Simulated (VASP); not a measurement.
Level of theory: PBE GGA, VASP's PBE PAW potentials (set 64) (plane waves; VASP).

Input for VASP

POSCAR:
```
IrSe
1
   -1.5904120000     1.5904120000     5.3843520000
    1.5904120000    -1.5904120000     5.3843520000
    1.5904120000     1.5904120000    -5.3843520000
Ir Se
2 2
Direct
  0.7500000000   0.7500000000   0.0000000000
  0.5000000000   0.0000000000   0.5000000000
  0.1660000000   0.1660000000   0.0000000000
  0.9160000000   0.4160000000   0.5000000000
```

**KPOINTS**
```
Automatic mesh
0
Gamma
 7 7 7
```

**INCAR**
```
# general
SYSTEM =IrSe
PREC   =Accurate
ENCUT  =300
LREAL  =.FALSE.
LASPH  =.TRUE.

# electronic loop
EDIFF  =1E-6
NELM   =100
ALGO   =Normal
LMAXMIX=6

# smearing
ISMEAR =0
SIGMA  =0.1

# functional
GGA    =PE

# ions
ISIF   =2

# output
LWAVE  =.FALSE.
LCHARG =.FALSE.
```

POTCAR, in this order: Ir Se (PBE.64 set). Program: vasp_std.

At this cut-off the stress carries a Pulay error, which pulls relaxed volumes low. Unless said otherwise, spin-orbit coupling is left out, though it shifts the bands of the heavy elements here.

Estimate the energy per atom (σ→0), pressure, largest force, band gap (on the k-mesh).

- energy per atom (σ→0) = -4.821 eV/atom
- band gap (on the k-mesh) = none (metal, semimetal or under 0.01 eV)
- pressure = 75.27 GPa
- largest force = 0.511 eV/Å

### OSZICAR
```
...
DAV:   7    -0.192962653887E+02    0.90063E-01   -0.87004E-02  2018   0.245E+00    0.235E+00
DAV:   8    -0.192922546739E+02    0.40107E-02   -0.14984E-02  1997   0.145E+00    0.123E-01
DAV:   9    -0.192922872606E+02   -0.32587E-04   -0.13589E-03  1769   0.239E-01    0.647E-02
DAV:  10    -0.192922883547E+02   -0.10942E-05   -0.11946E-04  1847   0.122E-01    0.415E-02
DAV:  11    -0.192922913550E+02   -0.30003E-05   -0.95027E-06  1808   0.213E-02    0.158E-02
DAV:  12    -0.192922903199E+02    0.10352E-05   -0.18584E-06  1007   0.130E-02    0.236E-03
DAV:  13    -0.192922904431E+02   -0.12325E-06   -0.56709E-07   880   0.799E-03
   1 F= -.19292290E+02 E0= -.19283294E+02  d E =-.179932E-01
```

The structure was generated: IrSe was put into an ordered model structure, which need not be its known phase. The cell was not relaxed at this level. The k-mesh is coarse (spacing up to 0.40 per Å, 2π included), so the numbers may not be converged in it.
